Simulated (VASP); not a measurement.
A convergence study with VASP on InSb (zinc blende): one setting is varied, all else stays as given below, so the limit is that of these other settings.

```
InSb
1.0
    0.00000     3.24000     3.24000
    3.24000     0.00000     3.24000
    3.24000     3.24000     0.00000
In Sb
1 1
Direct
  0.00000   0.00000   0.00000
  0.25000   0.25000   0.25000
```

All values below come from PBEsol GGA, VASP's PBE PAW potentials (set 64) (plane waves; VASP). The tightest run used: 550 eV cut-off, 16×16×16 Γ-centred mesh, tetrahedra with Blöchl corrections, potentials In_d Sb.

Problem. The settings run are 3×3×3 mesh; 4×4×4 mesh; 5×5×5 mesh; 6×6×6 mesh; 7×7×7 mesh; 8×8×8 mesh; 9×9×9 mesh; 10×10×10 mesh; 11×11×11 mesh; 12×12×12 mesh; 13×13×13 mesh; 14×14×14 mesh; 15×15×15 mesh; 16×16×16 mesh. From which on does the energy per atom stay within 0.001 eV/atom of the tightest run?

Solution. From 10×10×10 mesh on: it is off by 0.0008 there and by no more than 0.001 in any finer run, while 9×9×9 mesh is off by 0.0015.
```csv
setting,E (eV/atom),pressure (GPa),irreducible k-points,difference judged (eV/atom)
3×3×3 mesh,-3.6011,2.51,4,0.2478
4×4×4 mesh,-3.7700,1.36,8,0.0789
5×5×5 mesh,-3.8194,1.02,10,0.0294
6×6×6 mesh,-3.8365,0.90,16,0.0124
7×7×7 mesh,-3.8432,0.86,20,0.0057
8×8×8 mesh,-3.8461,0.84,29,0.0028
9×9×9 mesh,-3.8474,0.83,35,0.0015
10×10×10 mesh,-3.8481,0.83,47,0.0008
11×11×11 mesh,-3.8484,0.83,56,0.0004
12×12×12 mesh,-3.8486,0.83,72,0.0002
13×13×13 mesh,-3.8488,0.83,84,0.0001
14×14×14 mesh,-3.8488,0.82,104,0.0001
15×15×15 mesh,-3.8489,0.82,120,0.0000
16×16×16 mesh,-3.8489,0.82,145,0.0000
```

Left out are rungs that failed or repeat a setting and relaxations that didn't move; long series are thinned to 24 rows.

The compound is InSb in the zinc blende structure. The cell was not relaxed at this level.
